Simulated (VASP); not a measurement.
Output of a VASP run:

### OSZICAR
```
       N       E                     dE             d eps       ncg     rms          rms(c)
DAV:   1     0.432323950479E+03    0.43232E+03   -0.21878E+04  6056   0.184E+03
DAV:   2    -0.121274462448E+02   -0.44445E+03   -0.43675E+03  5826   0.534E+02
DAV:   3    -0.413086656007E+02   -0.29181E+02   -0.28312E+02  6940   0.146E+02
DAV:   4    -0.420983688665E+02   -0.78970E+00   -0.77888E+00  6820   0.239E+01
DAV:   5    -0.421155311178E+02   -0.17162E-01   -0.17159E-01  7212   0.357E+00    0.280E+01
DAV:   6    -0.395034733206E+02    0.26121E+01   -0.97331E+01  6832   0.837E+01    0.262E+01
DAV:   7    -0.454176950955E+02   -0.59142E+01   -0.10283E+02  8250   0.898E+01    0.385E+01
DAV:   8    -0.362104495005E+02    0.92072E+01   -0.42774E+01  7668   0.472E+01    0.764E+00
DAV:   9    -0.362458913672E+02   -0.35442E-01   -0.21916E+00  6912   0.978E+00    0.342E+00
DAV:  10    -0.362902271616E+02   -0.44336E-01   -0.33658E-01  6848   0.495E+00    0.244E+00
DAV:  11    -0.363235772364E+02   -0.33350E-01   -0.12488E-01  8290   0.280E+00    0.139E+00
DAV:  12    -0.363371562891E+02   -0.13579E-01   -0.80305E-02  8106   0.202E+00    0.106E+00
DAV:  13    -0.363464818938E+02   -0.93256E-02   -0.31213E-02  7824   0.124E+00    0.698E-01
DAV:  14    -0.363514562864E+02   -0.49744E-02   -0.12615E-02  8602   0.731E-01    0.563E-01
DAV:  15    -0.363577678735E+02   -0.63116E-02   -0.10714E-01  8272   0.225E+00    0.420E-01
DAV:  16    -0.363583879911E+02   -0.62012E-03   -0.30355E-03  6210   0.522E-01    0.270E-01
DAV:  17    -0.363580452804E+02    0.34271E-03   -0.11747E-03  7184   0.235E-01    0.132E-01
DAV:  18    -0.363581104275E+02   -0.65147E-04   -0.12048E-04  7294   0.832E-02    0.506E-02
DAV:  19    -0.363581542182E+02   -0.43791E-04   -0.22287E-05  7246   0.346E-02    0.113E-02
DAV:  20    -0.363581356312E+02    0.18587E-04   -0.16886E-05  7872   0.301E-02    0.827E-03
DAV:  21    -0.363581456171E+02   -0.99859E-05   -0.40479E-06  6802   0.154E-02    0.488E-03
DAV:  22    -0.363581414181E+02    0.41990E-05   -0.42690E-07  4742   0.512E-03    0.108E-03
DAV:  23    -0.363581410270E+02    0.39111E-06   -0.39378E-08  3076   0.177E-03    0.532E-04
DAV:  24    -0.363581412979E+02   -0.27094E-06   -0.70570E-09  3014   0.650E-04    0.319E-04
DAV:  25    -0.363581404959E+02    0.80202E-06   -0.24617E-08  3002   0.120E-03    0.376E-04
DAV:  26    -0.363581412729E+02   -0.77700E-06   -0.16101E-08  2984   0.126E-03    0.204E-04
DAV:  27    -0.363581410012E+02    0.27174E-06   -0.19104E-09  2984   0.433E-04    0.459E-05
DAV:  28    -0.363581410166E+02   -0.15426E-07   -0.26378E-10  2974   0.121E-04
   1 F= -.36358141E+02 E0= -.36358141E+02  d E =0.000000E+00  mag=     1.0370
```

### OUTCAR
```
------------------------ aborting loop because EDIFF is reached ----------------------------------------
  FORCE on cell =-STRESS in cart. coord.  units (eV):
  Direction    XX          YY          ZZ          XY          YZ          ZX
  --------------------------------------------------------------------------------------
  Total        0.0096228      0.0096228      0.0096228      0.0000000      0.0000000      0.0000000
  in kB        0.3592199      0.3592199      0.3592199      0.0000000      0.0000000      0.0000000
  external PRESSURE =       0.3592199 kB  Pullay stress =       0.0000000 kB
  volume of cell :       42.92
      direct lattice vectors                 reciprocal lattice vectors
     0.000000000  2.778902465  2.778902465    -0.179927150  0.179927150  0.179927150
     2.778902465  0.000000000  2.778902465     0.179927150 -0.179927150  0.179927150
     2.778902465  2.778902465  0.000000000     0.179927150  0.179927150 -0.179927150
 POSITION                                       TOTAL-FORCE (eV/Angst)
 -----------------------------------------------------------------------------------
      0.00000      0.00000      0.00000         0.000000      0.000000     -0.000000
      2.77890      2.77890      2.77890         0.000000      0.000000     -0.000000
      1.38945      1.38945      1.38945         0.000000      0.000000      0.000000
      4.16835      4.16835      4.16835        -0.000000     -0.000000     -0.000000
 -----------------------------------------------------------------------------------
    total drift:                                0.000000      0.000000      0.000000
  FREE ENERGIE OF THE ION-ELECTRON SYSTEM (eV)
  ---------------------------------------------------
  free  energy   TOTEN  =       -36.3581410166 eV

  energy  without entropy=      -36.3581410166  energy(sigma->0) =      -36.35814102

 total charge

# of ion       s       p       d       tot
------------------------------------------
    1        0.727   0.941   0.000   1.669
    2        0.407   6.410   5.146  11.963
    3        0.367   6.410   5.305  12.081
    4        0.367   6.410   5.305  12.081
--------------------------------------------------
tot          1.868  20.171  15.756  37.795

 magnetization (x)

# of ion       s       p       d       tot
------------------------------------------
    1        0.020   0.017   0.000   0.037
    2        0.020   0.024   2.197   2.240
    3       -0.006  -0.014  -0.615  -0.635
    4       -0.006  -0.014  -0.615  -0.635
--------------------------------------------------
tot          0.029   0.012   0.967   1.008
```
(Selected blocks of OUTCAR.)

POSCAR:
```
Mn3Si
1
    0.0000000000     2.7789024650     2.7789024650
    2.7789024650    -0.0000000000     2.7789024650
    2.7789024650     2.7789024650    -0.0000000000
Si Mn
1 3
Direct
  0.0000000000   0.0000000000   0.0000000000
  0.5000000000   0.5000000000   0.5000000000
  0.2500000000   0.2500000000   0.2500000000
  0.7500000000   0.7500000000   0.7500000000
```

Task: Reconstruct the remaining input files.

Result: One answer among several that fit: the input of the run itself, PBEsol GGA, plane waves, VASP's PBE PAW potentials (set 64).

**INCAR**
```
SYSTEM = Mn3Si
PREC = Accurate; ENCUT = 400; LREAL = .FALSE.
LASPH = .TRUE.
EDIFF = 1E-7; NELM = 100; ALGO = Normal
LMAXMIX = 4
ISMEAR = -5
GGA = PS
MAGMOM = 0.0 2.2 -0.6 -0.6
ISPIN = 2
ISIF = 2
LWAVE = .FALSE.; LCHARG = .TRUE.; LORBIT = 11
NEDOS = 601
LEFG = .TRUE.
```

**KPOINTS**
```
Automatic mesh
0
Gamma
11 11 11
0 0 0
```

POTCAR, in this order: Si Mn_pv (PBE.64 set). Program: vasp_std.

For a metal the tetrahedron method with Blöchl corrections gives inexact stress and forces.

The structure comes from a measured Mn3Si entry (Fm-3m) of the Crystallography Open Database, whose conditions weren't checked. It was relaxed first, which changed the volume by -8 %.
